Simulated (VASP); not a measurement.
Input:

```
CELL_PARAMETERS angstrom
      3.18837     0.00000     0.00000
     -1.59418     2.76121     0.00000
      0.00000     0.00000     5.28905
ATOMIC_POSITIONS crystal
  B  0.66667 0.33333 0.50037
  B  0.33333 0.66667 0.00037
  P  0.66667 0.33333 0.87463
  P  0.33333 0.66667 0.37463
```

The numbers are results of r2SCAN meta-GGA, VASP's PBE PAW potentials (set 64) (plane waves; VASP 6.6.1), not measurements. Settings: 520 eV cut-off, 9×9×5 Γ-centred mesh, tetrahedra with Blöchl corrections, potentials B P.

### Question
Predict the energy per atom (σ→0), band gap (over mesh and band path) with the smallest direct gap where there is one.

### Answer

| Property | Result |
|---|---|
| band gap (over mesh and band path) | 1.21 eV |
| smallest direct gap (over mesh and band path) | 2.94 eV |
| energy per atom (σ→0) | -8.642 eV/atom |

Total energies compare only between runs with the same potentials, cut-off and functional.

The structure comes from a computed database's BP entry (P6_3mc); how it stands against other phases isn't given here. It was relaxed first.
